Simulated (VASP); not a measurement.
# HPbNO4 (P1) in VASP: equation of state, part 2 of 2

VASP 6.6.1. Earlier steps stand in the parts before.

## (4) Equation of state, PBE, 13.78 Å³/atom (volume scaled by 0.98)

INCAR reads:

```
PREC = Accurate
ENCUT = 520
EDIFF = 1E-7
ISMEAR = -1
SIGMA = 0.05
LREAL = F
LASPH = T
NELM = 60
ALGO = Normal
ISIF = 2
LWAVE = F
LCHARG = F
GGA = PE
NBANDS = 31
KPAR = 4
```

KPOINTS reads:

```
Automatic mesh
0
Gamma
  7 6 5
```

POSCAR reads:

```
HPbNO4
1.0
    3.8311828442      0.0017680533     -0.0363344892
    0.1723653340      4.3052694591     -0.0163594598
    0.7529423970      0.8331007700      5.8371784089
H Pb N O
1 1 1 4
Direct
    0.6151100000      0.8955900000      0.1984400000
    0.6459700000      0.4465100000      0.9168500000
    0.7147400000      0.2381000000      0.5005800000
    0.1695800000      0.4700700000      0.7776800000
    0.6291900000      0.9704500000      0.4984500000
    0.5642400000      0.9258300000      0.0384900000
    0.7802200000      0.4225000000      0.3195100000
```

Launch:

```bash
> cat potpaw_PBE.64/H/POTCAR potpaw_PBE.64/Pb_d/POTCAR potpaw_PBE.64/N/POTCAR potpaw_PBE.64/O/POTCAR > POTCAR
> mpirun -np 4 vasp_std > vasp.out
```

It took 65 s on 4 MPI ranks of Intel Xeon Platinum 8488C (Sapphire Rapids), shared host; peak memory 0.39 GiB.

The run converged. Its results:

* Free energy: -38.6271 eV
* Pressure: 2.7 GPa
* Largest force: 1.293 eV/Å
* Band gap on the k mesh: 0.39 eV, indirect (least direct gap 0.63 eV)

Caveat: the standard files for N, O and F lose accuracy on very short bonds; spin-orbit coupling is left out, which as a rule narrows the gap of such compounds by several tenths of an eV; an odd mesh through Γ misses points on the zone boundary, where band edges often lie; forces of over 1 eV/Å show positions far from the minimum, so gaps and moduli don't describe the material at rest.

## (5) Equation of state, PBE, 14.34 Å³/atom (volume scaled by 1.02)

INCAR is that of step 4.

KPOINTS is that of step 4.

POSCAR: that of step 4 with these lines changed.

```diff
@@ -2,5 +2,5 @@
 1.0
-    3.8311828442      0.0017680533     -0.0363344892
-    0.1723653340      4.3052694591     -0.0163594598
-    0.7529423970      0.8331007700      5.8371784089
+    3.8826142544      0.0017917884     -0.0368222587
+    0.1746792388      4.3630652074     -0.0165790760
+    0.7630502125      0.8442846652      5.9155391475
 H Pb N O
```

Launch:

```bash
> cat potpaw_PBE.64/H/POTCAR potpaw_PBE.64/Pb_d/POTCAR potpaw_PBE.64/N/POTCAR potpaw_PBE.64/O/POTCAR > POTCAR
> mpirun -np 4 vasp_std > vasp.out
```

Wall time 75 s (4 MPI ranks of Intel Xeon Platinum 8488C (Sapphire Rapids), shared host); peak memory 0.42 GiB.

It converged, with:

```yaml
Free_energy: -38.6497 eV
Pressure: -1.2 GPa
Largest_force: 0.173 eV/Å
Band_gap_on_the_k_mesh: 0.34 eV, indirect (least direct gap 0.55 eV)
```

Caveat: the standard files for N, O and F lose accuracy on very short bonds; spin-orbit coupling is left out, which as a rule narrows the gap of such compounds by several tenths of an eV; an odd mesh through Γ misses points on the zone boundary, where band edges often lie.

## (6) Equation of state, PBE, 14.62 Å³/atom (volume scaled by 1.04)

INCAR is that of step 5.

KPOINTS is that of step 5.

POSCAR: that of step 5 with these lines changed.

```diff
@@ -2,5 +2,5 @@
 1.0
-    3.8826142544      0.0017917884     -0.0368222587
-    0.1746792388      4.3630652074     -0.0165790760
-    0.7630502125      0.8442846652      5.9155391475
+    3.9078267417      0.0018034237     -0.0370613710
+    0.1758135513      4.3913975935     -0.0166867354
+    0.7680052229      0.8497671868      5.9539528157
 H Pb N O
```

Potentials or basis: VASP PAW PBE potentials, release 64 (H, Pb_d, N, O).

Launch:

```bash
> cat potpaw_PBE.64/H/POTCAR potpaw_PBE.64/Pb_d/POTCAR potpaw_PBE.64/N/POTCAR potpaw_PBE.64/O/POTCAR > POTCAR
> mpirun -np 4 vasp_std > vasp.out
```

Run time: 82 s. Hardware: 4 MPI ranks of Intel Xeon Platinum 8488C (Sapphire Rapids), shared host; peak memory 0.43 GiB.

It converged, with:

| Quantity | Value |
| --- | --- |
| Free energy | -38.6279 eV |
| Pressure | -2.8 GPa |
| Largest force | 0.566 eV/Å |
| Band gap on the k mesh | 0.32 eV, indirect (least direct gap 0.51 eV) |

Caveat: the standard files for N, O and F lose accuracy on very short bonds; spin-orbit coupling is left out, which as a rule narrows the gap of such compounds by several tenths of an eV; an odd mesh through Γ misses points on the zone boundary, where band edges often lie.

## (7) Equation of state, PBE, 14.90 Å³/atom (volume scaled by 1.06)

INCAR is that of step 6.

KPOINTS is that of step 6.

POSCAR: that of step 6 with these lines changed.

```diff
@@ -2,5 +2,5 @@
 1.0
-    3.9078267417      0.0018034237     -0.0370613710
-    0.1758135513      4.3913975935     -0.0166867354
-    0.7680052229      0.8497671868      5.9539528157
+    3.9327180290      0.0018149108     -0.0372974370
+    0.1769334131      4.4193690330     -0.0167930232
+    0.7728971078      0.8551798626      5.9918771045
 H Pb N O
```

Potentials or basis: VASP PAW PBE potentials, release 64 (H, Pb_d, N, O).

Launch:

```bash
> cat potpaw_PBE.64/H/POTCAR potpaw_PBE.64/Pb_d/POTCAR potpaw_PBE.64/N/POTCAR potpaw_PBE.64/O/POTCAR > POTCAR
> mpirun -np 4 vasp_std > vasp.out
```

OUTCAR:

```text
PREC = Accurate
   ENCUT = 520
   EDIFF = 1E-7
   ISMEAR = -1
   LREAL = F
   LASPH = T
   NELM = 60
   ISIF = 2
   GGA = PE

 Found    106 irreducible k-points:

 Following reciprocal coordinates:
            Coordinates               Weight
  0.000000  0.000000  0.000000      1.000000
  0.142857  0.000000 -0.000000      2.000000
  0.285714  0.000000  0.000000      2.000000
  0.428571  0.000000  0.000000      2.000000
[... 287 lines left out ...]
  -------------------------------------------------------------------------------------
  Total       -2.1727070     -3.2951775     -2.8468008     -0.5795059      0.4909359     -0.1874783
  in kB      -33.3703865    -50.6102964    -43.7237249     -8.9005728      7.5402350     -2.8794607
  external PRESSURE =     -42.5681360 kB  Pullay stress =       0.0000000 kB

 VOLUME and BASIS-vectors are now :
 -----------------------------------------------------------------------------
  energy-cutoff  :      520.00
  volume of cell :      104.32
      direct lattice vectors                 reciprocal lattice vectors
     3.932718029  0.001814911 -0.037297437     0.253985029 -0.010287430 -0.031293481
     0.176933413  4.419369033 -0.016793023    -0.000410012  0.226170603 -0.032226904
     0.772897108  0.855179863  5.991877105     0.001579823  0.000569837  0.166607497

 POSITION                                       TOTAL-FORCE (eV/Angst)
 -----------------------------------------------------------------------------------
      2.73089      4.12876      1.15105        -0.197022     -0.001907     -0.646049
      3.32805      2.75854      5.46206        -0.003894     -0.004203     -0.016588
      3.23990      1.48163      2.96876        -0.218780     -0.467363     -0.842095
      1.35115      2.74278      4.64554         0.014414     -0.021730      0.233344
      3.03138      4.71618      2.94689         0.344521      1.038592     -0.053879
      2.41256      4.12552      0.19404         0.256200      0.006227      0.537936
      3.39009      2.14184      1.87827        -0.195438     -0.549616      0.787331
 -----------------------------------------------------------------------------------
    total drift:                                0.000002     -0.000402      0.000289

  FREE ENERGIE OF THE ION-ELECTRON SYSTEM (eV)
  ---------------------------------------------------
  free  energy   TOTEN  =       -38.5872416340 eV

  energy  without entropy=      -38.5854465320  energy(sigma->0) =      -38.58634408
```

stdout:

```text
POSCAR found type information on POSCAR H PbN O
 POSCAR found :  4 types and       7 ions
 scaLAPACK will be used
 LDA part: xc-table for (Slater+PW92), standard interpolation
 POSCAR, INCAR and KPOINTS ok, starting setup
 FFT: planning ... GRIDC
 FFT: planning ... GRID_SOFT
 FFT: planning ... GRID
 WAVECAR not read
 entering main loop
```

Wall time 88 s (4 MPI ranks of Intel Xeon Platinum 8488C (Sapphire Rapids), shared host); peak memory 0.43 GiB.

Results:

```yaml
Free_energy: -38.5872 eV
Pressure: -4.3 GPa
Largest_force: 1.096 eV/Å
Band_gap_on_the_k_mesh: 0.30 eV, indirect (least direct gap 0.48 eV)
```

Caveat: the standard files for N, O and F lose accuracy on very short bonds; spin-orbit coupling is left out, which as a rule narrows the gap of such compounds by several tenths of an eV; an odd mesh through Γ misses points on the zone boundary, where band edges often lie; forces of over 1 eV/Å show positions far from the minimum, so gaps and moduli don't describe the material at rest.

## (8) Equation of state, PBE

Potentials or basis: VASP PAW PBE potentials, release 64 (H, Pb_d, N, O).

This step only gathers the single runs of the series.

Results:

| Property | Result |
| --- | --- |
| Equilibrium volume | 14.19 Å³/atom |
| Bulk modulus at fixed shape and positions | 92 GPa |
| Pressure derivative of the bulk modulus | 4.7 |

Energy against volume, from the lowest point:
| volume (Å³/atom) | energy (meV/atom) |
| --- | --- |
| 13.215 | 21.66 |
| 13.496 | 10.32 |
| 13.778 | 3.23 |
| 14.340 | 0.00 |
| 14.621 | 3.11 |
| 14.902 | 8.92 |

Caveat: the standard files for N, O and F lose accuracy on very short bonds; the cell was scaled at fixed shape and fractional positions, which overstates the stiffness of a crystal with free parameters, most of all of layers and chains.
